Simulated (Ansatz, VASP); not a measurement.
# Zr8HN8 (H on ZrN(001)): VASP beside Ansatz

One calculation is typed for both programs; each brings its own data sets and cutoff. How far apart do they land?

Calculated with Ansatz 0.2.0; plane waves, with VASP 6.6.1 beside it; single point at PBEsol.

### 1. Starting point

The cell holds 34 atoms: 16 Zr, 16 N and 2 H. Its edges and angles: a = 6.449 Å, b = 6.449 Å, c = 24.590 Å, α = 90.0°, β = 90.0°, γ = 90.0°. It derives from ZrN. Vacuum lies along c.

Structure file:

```cif
data_structure
_symmetry_space_group_name_H-M 'P 1'
_symmetry_Int_Tables_number 1
_cell_length_a 6.4488
_cell_length_b 6.4488
_cell_length_c 24.5900
_cell_angle_alpha 90.000
_cell_angle_beta 90.000
_cell_angle_gamma 90.000
_cell_volume 1022.63
loop_
_atom_site_label
_atom_site_type_symbol
_atom_site_fract_x
_atom_site_fract_y
_atom_site_fract_z
_atom_site_occupancy
Zr1 Zr 0.00000 0.00000 0.32534 1
Zr2 Zr 0.00000 0.50000 0.32534 1
Zr3 Zr 0.50000 0.00000 0.32534 1
Zr4 Zr 0.50000 0.50000 0.32534 1
Zr5 Zr 0.25000 0.25000 0.41806 1
Zr6 Zr 0.25000 0.75000 0.41806 1
Zr7 Zr 0.75000 0.25000 0.41806 1
Zr8 Zr 0.75000 0.75000 0.41806 1
Zr9 Zr 0.00000 0.00000 0.51119 1
Zr10 Zr 0.00000 0.50000 0.51119 1
Zr11 Zr 0.50000 0.00000 0.51119 1
Zr12 Zr 0.50000 0.50000 0.51119 1
Zr13 Zr 0.25000 0.25000 0.60837 1
Zr14 Zr 0.25000 0.75000 0.60167 1
Zr15 Zr 0.75000 0.25000 0.60167 1
Zr16 Zr 0.75000 0.75000 0.60837 1
N17 N 0.25000 0.25000 0.32534 1
N18 N 0.25000 0.75000 0.32534 1
N19 N 0.75000 0.25000 0.32534 1
N20 N 0.75000 0.75000 0.32534 1
N21 N 0.00000 0.00000 0.41806 1
N22 N 0.00000 0.50000 0.41806 1
N23 N 0.50000 0.00000 0.41806 1
N24 N 0.50000 0.50000 0.41806 1
N25 N 0.25000 0.25000 0.51159 1
N26 N 0.25000 0.75000 0.51274 1
N27 N 0.75000 0.25000 0.51274 1
N28 N 0.75000 0.75000 0.51159 1
N29 N 0.00000 0.00000 0.60305 1
N30 N 0.00000 0.50000 0.60305 1
N31 N 0.50000 0.00000 0.60305 1
N32 N 0.50000 0.50000 0.60305 1
H33 H 0.25000 0.25000 0.68578 1
H34 H 0.75000 0.75000 0.68578 1
```

### 2. VASP: single point, PBEsol

A single point gives forces, pressure and levels at one fixed geometry, so differences don't come from the geometry; what else differs is listed under the comparison.

Lines of VASP's logs that name or quote its potential files are left out, and so is its time.

Input file INCAR:

```
SYSTEM = Zr8HN8
PREC = Normal
ENCUT = 400
EDIFF = 1E-06
NELM = 120
ISMEAR = 1
SIGMA = 0.1
LREAL = Auto
ALGO = Fast
GGA = PS
NBANDS = 160
LASPH = .TRUE.
LORBIT = 11
LWAVE = .FALSE.
LCHARG = .TRUE.
KPAR = 4
NCORE = 2
IDIPOL = 3
LDIPOL = .TRUE.
DIPOL = 0.5 0.5 0.478
LVHAR = .TRUE.
LVACPOTAV = .TRUE.
NEDOS = 1500
```

Input file POSCAR:

```
Zr8HN8
1.0
    6.4488138440      0.0000000000      0.0000000000
    0.0000000000      6.4488138440      0.0000000000
    0.0000000000      0.0000000000     24.5900000000
Zr N H
16 16 2
Selective dynamics
Direct
    0.0000000000      0.0000000000      0.3253355020  F F F
    0.0000000000      0.5000000000      0.3253355020  F F F
    0.5000000000      0.0000000000      0.3253355020  F F F
    0.5000000000      0.5000000000      0.3253355020  F F F
    0.2500000000      0.2500000000      0.4180561200  F F F
    0.2500000000      0.7500000000      0.4180561200  F F F
    0.7500000000      0.2500000000      0.4180561200  F F F
    0.7500000000      0.7500000000      0.4180561200  F F F
    0.0000000000      0.0000000000      0.5111887771  T T T
    0.0000000000      0.5000000000      0.5111887771  T T T
    0.5000000000      0.0000000000      0.5111887771  T T T
    0.5000000000      0.5000000000      0.5111887771  T T T
    0.2500000000      0.2500000000      0.6083692344  T T T
    0.2500000000      0.7500000000      0.6016729828  T T T
    0.7500000000      0.2500000000      0.6016729828  T T T
    0.7500000000      0.7500000000      0.6083692344  T T T
    0.2500000000      0.2500000000      0.3253355020  F F F
    0.2500000000      0.7500000000      0.3253355020  F F F
    0.7500000000      0.2500000000      0.3253355020  F F F
    0.7500000000      0.7500000000      0.3253355020  F F F
    0.0000000000      0.0000000000      0.4180561200  F F F
    0.0000000000      0.5000000000      0.4180561200  F F F
    0.5000000000      0.0000000000      0.4180561200  F F F
    0.5000000000      0.5000000000      0.4180561200  F F F
    0.2500000000      0.2500000000      0.5115940670  T T T
    0.2500000000      0.7500000000      0.5127386564  T T T
    0.7500000000      0.2500000000      0.5127386564  T T T
    0.7500000000      0.7500000000      0.5115940670  T T T
    0.0000000000      0.0000000000      0.6030521405  T T T
    0.0000000000      0.5000000000      0.6030521405  T T T
    0.5000000000      0.0000000000      0.6030521405  T T T
    0.5000000000      0.5000000000      0.6030521405  T T T
    0.2500000000      0.2500000000      0.6857751137  T T T
    0.7500000000      0.7500000000      0.6857751137  T T T
```

Input file KPOINTS:

```
Automatic mesh
0
Gamma
4 4 1
0 0 0
```

Potentials, in the order of the species: Zr_sv, N and H (PBE family, release 64).

Command:

```bash
> mpirun -np 8 vasp_std
```

Numbers of over 12 decimals in the logs are rounded to 6 here.

Log:

```text
[banner, memory and clock lines left out]
running    8 mpi-ranks, on    1 nodes
[...]
|                                                                             |
|               ----> ADVICE to this user running VASP <----                  |
|                                                                             |
|     You enforced a specific xc type in the INCAR file but a different       |
|     [... a line on the potential file left out ...]
|     I HOPE YOU KNOW WHAT YOU ARE DOING!                                     |
|                                                                             |

 LDA part: xc-table for (Slater+PW92), standard interpolation
 POSCAR, INCAR and KPOINTS ok, starting setup
[...]
entering main loop
       N       E                     dE             d eps       ncg     rms          rms(c)
DAV:   1     0.270953747429E+04    0.27095E+04   -0.12690E+05  2264   0.129E+03
DAV:   2    -0.663758446164E+02   -0.27759E+04   -0.27080E+04  2304   0.424E+02
[...]
RMM:  41    -0.341664712325E+03    0.62282E-07   -0.11752E-05  1393   0.356E-03    0.224E-03
 num prob RMM:  42    -0.341664711851E+03    0.47403E-06   -0.90956E-06  1024   0.313E-03
|                                                                             |
|           W    W    AA    RRRRR   N    N  II  N    N   GGGG   !!!           |
|           W    W   A  A   R    R  NN   N  II  NN   N  G    G  !!!           |
|           W    W  A    A  R    R  N N  N  II  N N  N  G       !!!           |
|           W WW W  AAAAAA  RRRRR   N  N N  II  N  N N  G  GGG   !            |
|           WW  WW  A    A  R   R   N   NN  II  N   NN  G    G                |
|           W    W  A    A  R    R  N    N  II  N    N   GGGG   !!!           |
|                                                                             |
|     Did not find any points to average over, which means that no vacuum     |
|     field-free region was found. Please increase the size of  your cell     |
|     in the dimension of the dipole correction to obtain accurate            |
|     workfunction values.                                                    |
|                                                                             |

   1 F= -.34166471E+03 E0= -.34166091E+03  d E =-.114086E-01
```

Parts of OUTCAR (step 2):

```text
  Total      -34.3864137    -34.3864137    -14.7099165     -0.0000000      0.0000000      0.0000000
  in kB      -53.8740042    -53.8740042    -23.0463727     -0.0000000      0.0000000      0.0000000
  external PRESSURE =     -43.5981271 kB  Pullay stress =       0.0000000 kB

 POSITION                                       TOTAL-FORCE (eV/Angst)
 -----------------------------------------------------------------------------------
      0.00000      0.00000      8.00000        -0.000000     -0.000000      1.672311
      0.00000      3.22441      8.00000         0.000000      0.000000      1.672311
      3.22441      0.00000      8.00000        -0.000000     -0.000000      1.672311
      3.22441      3.22441      8.00000        -0.000000      0.000000      1.672311
      1.61220      1.61220     10.28000        -0.000000     -0.000000     -0.308903
      1.61220      4.83661     10.28000        -0.000000     -0.000000      0.323613
      4.83661      1.61220     10.28000        -0.000000     -0.000000      0.323613
      4.83661      4.83661     10.28000        -0.000000     -0.000000     -0.308903
      0.00000      0.00000     12.57013        -0.000000     -0.000000      0.004454
      0.00000      3.22441     12.57013        -0.000000      0.000000      0.004454
      3.22441      0.00000     12.57013        -0.000000      0.000000      0.004454
      3.22441      3.22441     12.57013        -0.000000     -0.000000      0.004454
      1.61220      1.61220     14.95980        -0.000000     -0.000000      0.005225
      1.61220      4.83661     14.79514         0.000000     -0.000000      0.021484
[...]
-----------------------------------------------------------------------------------
    total drift:                                0.000000     -0.000000     -0.112482

  FREE ENERGIE OF THE ION-ELECTRON SYSTEM (eV)
  ---------------------------------------------------
  free  energy   TOTEN  =      -341.6647118505 eV

  energy  without entropy=     -341.6533032537  energy(sigma->0) =     -341.66090898

[... 3 further parts left out ...]
[key lines of the parts left out:]
E-fermi :   2.0566
```

(Part 1 of 2 ends here.)

[Lines on the potential files, build, host, timing and source positions are cut from VASP's logs without a mark.]

[Logs are printed without paths, hosts, clocks, repeated set-up lines and the standing remarks that a program may print on its own settings, such as how far it seeks lower states.]

[Hosts, paths, dates, database ids (printed as entryN), source tags and the programs' standing remarks are cut or masked in the printed files.]
